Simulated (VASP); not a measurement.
All values below come from r2SCAN meta-GGA, VASP's PBE PAW potentials (set 64) (plane waves; VASP 6.6.1).

Input for VASP

**POSCAR**
```
GaN
3.1858080
  0.0000000000   0.7071068801   0.7071068801
  0.7071068801   0.0000000000   0.7071068801
  0.7071068801   0.7071068801   0.0000000000
Ga N
1 1
Cart
  0.0000000000   0.0000000000   0.0000000000
  0.3535534400   0.3535534400   0.3535534400
```

File KPOINTS_OPT:
```
k-points along high-symmetry lines
10
Line-mode
Reciprocal
  0.000000   0.000000   0.000000 ! GAMMA
 -0.500000  -0.500000   0.000000 ! X

 -0.500000  -0.500000   0.000000 ! X
 -0.375000  -0.375000   0.250000 ! U

 -0.375000   0.000000   0.375000 ! K
  0.000000   0.000000   0.000000 ! GAMMA

  0.000000   0.000000   0.000000 ! GAMMA
  0.000000   0.000000   0.500000 ! L

  0.000000   0.000000   0.500000 ! L
 -0.500000  -0.250000   0.250000 ! W

 -0.500000  -0.250000   0.250000 ! W
 -0.500000  -0.500000   0.000000 ! X
```

INCAR:
```
! general
SYSTEM   =  GaN
PREC     =  Accurate
ENCUT    =  520   ! plane-wave cut-off (eV)
LREAL    =  .False.
LASPH    =  .True.   ! aspherical one-centre terms

! electronic loop
EDIFF    =  1E-7
NELM     =  100
ALGO     =  Normal   ! blocked Davidson
LMAXMIX  =  4
LMIXTAU  =  .True.

! smearing
ISMEAR   =  -5   ! tetrahedra, Bloechl

! functional
METAGGA  =  R2SCAN

! ions
ISIF     =  2   ! forces and stress, cell fixed

! output
LWAVE    =  .False.
LCHARG   =  .False.
LORBIT   =  11
NEDOS    =  601   ! DOS grid
```

### KPOINTS
```
Automatic mesh
0
Gamma
11 11 11
0 0 0
```

POTCAR, in this order: Ga_d N (PBE.64 set). Program: vasp_std.

Output

### OUTCAR
```
 ion  position               nearest neighbor table
   1  0.000  0.000  0.000-   2 1.95   2 1.95   2 1.95   2 1.95
   2  0.250  0.250  0.250-   1 1.95   1 1.95   1 1.95   1 1.95
  LATTYP: Found a face centered cubic cell.
 ALAT       =     4.5054135108
 Subroutine PRICEL returns:
 Original cell was already a primitive cell.
 Subroutine GETGRP returns: Found 24 space group operations
The static configuration has the point symmetry T_d .
The dynamic configuration has the point symmetry T_d .
 Subroutine INISYM returns: Found 24 space group operations
 Subroutine IBZKPT returns following result:
 Found     56 irreducible k-points:

 Following reciprocal coordinates:
            Coordinates               Weight
  0.000000  0.000000  0.000000      1.000000
  0.090909  0.000000  0.000000      8.000000
  0.181818  0.000000  0.000000      8.000000
  0.272727  0.000000  0.000000      8.000000
  0.363636  0.000000  0.000000      8.000000
  0.454545  0.000000  0.000000      8.000000
  0.090909  0.090909  0.000000      6.000000
  0.181818  0.090909  0.000000     24.000000
  0.272727  0.090909  0.000000     24.000000
  0.363636  0.090909  0.000000     24.000000
  0.454545  0.090909  0.000000     24.000000
 -0.454545  0.090909  0.000000     24.000000
 -0.363636  0.090909  0.000000     24.000000
 -0.272727  0.090909  0.000000     24.000000
 -0.181818  0.090909  0.000000     24.000000
 -0.090909  0.090909  0.000000     12.000000
  0.181818  0.181818  0.000000      6.000000
  0.272727  0.181818  0.000000     24.000000
  0.363636  0.181818  0.000000     24.000000
  0.454545  0.181818  0.000000     24.000000
 -0.454545  0.181818  0.000000     24.000000
 -0.363636  0.181818  0.000000     24.000000
 -0.272727  0.181818  0.000000     24.000000
 -0.181818  0.181818  0.000000     12.000000
  0.272727  0.272727  0.000000      6.000000
  0.363636  0.272727  0.000000     24.000000
  0.454545  0.272727  0.000000     24.000000
 -0.454545  0.272727  0.000000     24.000000
 -0.363636  0.272727  0.000000     24.000000
 -0.272727  0.272727  0.000000     12.000000
  0.363636  0.363636  0.000000      6.000000
  0.454545  0.363636  0.000000     24.000000
 -0.454545  0.363636  0.000000     24.000000
 -0.363636  0.363636  0.000000     12.000000
  0.454545  0.454545  0.000000      6.000000
 -0.454545  0.454545  0.000000     12.000000
  0.272727  0.181818  0.090909     24.000000
  0.363636  0.181818  0.090909     48.000000
  0.454545  0.181818  0.090909     48.000000
 -0.454545  0.181818  0.090909     48.000000
   k-points           NKPTS =     56   k-points in BZ     NKDIM =     56   number of bands    NBANDS=     13
   number of dos      NEDOS =    601   number of ions     NIONS =      2
   total plane-waves  NPLWV =  13824
   dimension x,y,z NGX =    24 NGY =   24 NGZ =   24
   dimension x,y,z NGXF=    48 NGYF=   48 NGZF=   48
   ions per type =               1   1
   PREC   = accura    normal or accurate (medium, high low for compatibility)
   ISTART =      0    job   : 0-new  1-cont  2-samecut
   ICHARG =      2    charge: 1-file 2-atom 10-const
   ISPIN  =      1    spin polarized calculation?
   LNONCOLLINEAR =      F non collinear calculations
   LSORBIT =      F    spin-orbit coupling
   INIWAV =      1    electr: 0-lowe 1-rand  2-diag
   ENCUT  =  520.0 eV  38.22 Ry    6.18 a.u.   5.92  5.92  5.92*2*pi/ulx,y,z
   NELM   =    100;   NELMIN=  2; NELMDL= -5     # of ELM steps
   EDIFF  = 0.1E-06   stopping-criterion for ELM
   LREAL  =      F    real-space projection
   NLSPLINE    = F    spline interpolate recip. space projectors
   LMAXMIX     =    4 max onsite mixed and CHGCAR
...
```

File OSZICAR:
```
       N       E                     dE             d eps       ncg     rms          rms(c)
DAV:   1     0.753862626461E+02    0.75386E+02   -0.99898E+03  1549   0.254E+03
DAV:   2    -0.197566844200E+02   -0.95143E+02   -0.90663E+02  1674   0.360E+02
DAV:   3    -0.266935454843E+02   -0.69369E+01   -0.68924E+01  1616   0.901E+01
DAV:   4    -0.268120589910E+02   -0.11851E+00   -0.11845E+00  1759   0.123E+01
DAV:   5    -0.268136630486E+02   -0.16041E-02   -0.16040E-02  1611   0.124E+00    0.718E+00
DAV:   6    -0.215336914073E+02    0.52800E+01   -0.41327E+00  2189   0.522E+01    0.274E+00
DAV:   7    -0.219390755142E+02   -0.40538E+00   -0.75229E-01  1770   0.113E+01    0.179E+00
DAV:   8    -0.217733680420E+02    0.16571E+00   -0.35151E-01  1530   0.793E+00    0.134E+00
DAV:   9    -0.218059370583E+02   -0.32569E-01   -0.19552E-01  1461   0.573E+00    0.681E-01
DAV:  10    -0.218970761242E+02   -0.91139E-01   -0.61890E-02  1456   0.381E+00    0.302E-01
DAV:  11    -0.219042478945E+02   -0.71718E-02   -0.18979E-03  1857   0.555E-01    0.291E-01
DAV:  12    -0.219036225833E+02    0.62531E-03   -0.10090E-04  1531   0.128E-01    0.248E-01
DAV:  13    -0.218968126973E+02    0.68099E-02   -0.36181E-03  1578   0.730E-01    0.183E-01
DAV:  14    -0.218968796465E+02   -0.66949E-04   -0.25730E-04  1496   0.197E-01    0.147E-01
DAV:  15    -0.218968827241E+02   -0.30776E-05   -0.83684E-06  1875   0.319E-02    0.141E-01
DAV:  16    -0.218969455489E+02   -0.62825E-04   -0.68546E-05  1754   0.128E-01    0.297E-02
DAV:  17    -0.218969198841E+02    0.25665E-04   -0.16390E-05  1868   0.105E-01    0.177E-02
DAV:  18    -0.218969253507E+02   -0.54666E-05   -0.33500E-06  1679   0.271E-02    0.114E-02
DAV:  19    -0.218969190549E+02    0.62958E-05   -0.39385E-06  1695   0.290E-02    0.322E-03
DAV:  20    -0.218969207408E+02   -0.16859E-05   -0.57427E-07  1791   0.977E-03    0.251E-03
DAV:  21    -0.218969200807E+02    0.66017E-06   -0.22300E-07  1492   0.473E-03    0.217E-03
DAV:  22    -0.218969211180E+02   -0.10374E-05   -0.44762E-08   763   0.276E-03    0.138E-03
DAV:  23    -0.218969208891E+02    0.22895E-06   -0.11758E-08   758   0.155E-03    0.380E-04
DAV:  24    -0.218969210122E+02   -0.12314E-06   -0.38585E-09   748   0.665E-04    0.992E-05
DAV:  25    -0.218969209632E+02    0.49006E-07   -0.63979E-10   743   0.367E-04
   1 F= -.21896921E+02 E0= -.21896921E+02  d E =0.000000E+00
       N       E                     dE             ncg
       N       E                     dE             ncg
```

File OUTCAR:
```
------------------------ aborting loop because EDIFF is reached ----------------------------------------
  FORCE on cell =-STRESS in cart. coord.  units (eV):
  Direction    XX          YY          ZZ          XY          YZ          ZX
  --------------------------------------------------------------------------------------
  Total        0.0163304      0.0163304      0.0163304      0.0000000     -0.0000000      0.0000000
  in kB        1.1443626      1.1443626      1.1443626      0.0000000     -0.0000000      0.0000000
  external PRESSURE =       1.1443626 kB  Pullay stress =       0.0000000 kB
  volume of cell :       22.86
      direct lattice vectors                 reciprocal lattice vectors
     0.000000000  2.252706755  2.252706755    -0.221955210  0.221955210  0.221955210
     2.252706755  0.000000000  2.252706755     0.221955210 -0.221955210  0.221955210
     2.252706755  2.252706755  0.000000000     0.221955210  0.221955210 -0.221955210
  FREE ENERGIE OF THE ION-ELECTRON SYSTEM (eV)
  ---------------------------------------------------
  free  energy   TOTEN  =       -21.8969209632 eV

  energy  without entropy=      -21.8969209632  energy(sigma->0) =      -21.89692096

 total charge

# of ion       s       p       d       tot
------------------------------------------
    1        0.757   0.879  10.190  11.826
    2        1.232   2.541   0.000   3.773
--------------------------------------------------
tot          1.989   3.420  10.190  15.599
```
(Selected blocks of OUTCAR.)

OUTCAR:
```
 val. band max:        5.0278342110   @ k =   0.0000   0.0000   0.0000

 cond. band min:       7.1542611493   @ k =   0.0000   0.0000   0.0000


 Fermi energy:         5.0365095929

 k-point     1 :       0.0000    0.0000    0.0000
  band No.  band energies     occupation
      1     -11.7118      2.00000
      2      -8.8034      2.00000
      3      -8.8034      2.00000
      4      -8.8034      2.00000
      5      -8.4517      2.00000
      6      -8.4517      2.00000
      7       5.0278      2.00000
      8       5.0278      2.00000
      9       5.0278      2.00000
     10       7.1543      0.00000
     11      16.0384      0.00000
     12      16.0385      0.00000
     13      16.0386      0.00000

 k-point     2 :       0.0909    0.0000    0.0000
  band No.  band energies     occupation
      1     -11.6196      2.00000
      2      -8.7915      2.00000
      3      -8.7915      2.00000
      4      -8.7705      2.00000
      5      -8.4528      2.00000
      6      -8.4528      2.00000
      7       4.0872      2.00000
      8       4.9366      2.00000
      9       4.9366      2.00000
     10       7.8966      0.00000
     11      15.6114      0.00000
     12      16.1827      0.00000
     13      16.1828      0.00000

 k-point     3 :       0.1818    0.0000    0.0000
  band No.  band energies     occupation
      1     -11.3764      2.00000
      2      -8.7623      2.00000
      3      -8.7623      2.00000
      4      -8.6439      2.00000
      5      -8.4526      2.00000
      6      -8.4526      2.00000
      7       2.4237      2.00000
      8       4.7042      2.00000
      9       4.7042      2.00000
     10       8.9601      0.00000
     11      14.8748      0.00000
     12      16.4424      0.00000
     13      16.4425      0.00000

 k-point     4 :       0.2727    0.0000    0.0000
  band No.  band energies     occupation
      1     -11.0805      2.00000
      2      -8.7317      2.00000
      3      -8.7317      2.00000
...
```

The compound is GaN in the zinc blende structure, a metastable form; wurtzite is the usual one. It was relaxed first.
